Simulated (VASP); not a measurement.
```yaml
crystal:
  lattice:
    - [3.49100, 0.00000, 0.00000]
    - [0.00000, 3.49100, 0.00000]
    - [0.00000, 0.00000, 3.49100]
  atoms:
    - { symbol: Lu, position: [0.00000, 0.00000, 0.00000] }
    - { symbol: Zn, position: [0.50000, 0.50000, 0.50000] }
```

All values below come from PBEsol GGA, VASP's PBE PAW potentials (set 64) (plane waves; VASP). Run with 300 eV cut-off, 12×12×12 Γ-centred mesh, Gaussian smearing of 0.10 eV, potentials Lu_3 Zn.

At this cut-off the stress carries a Pulay error, which pulls relaxed volumes low.

Q: Give the stress tensor in GPa (positive for a compressed cell).

A: 
```
-3.48   0.00   0.00
 0.00  -3.48   0.00
 0.00   0.00  -3.48
```
The pressure is its mean diagonal, -3.48 GPa.

The structure comes from a measured LuZn entry (Pm-3m) of the Crystallography Open Database, whose conditions weren't checked. The cell was not relaxed at this level. The electron count is odd and the run is not spin-polarised, which forces a metal.
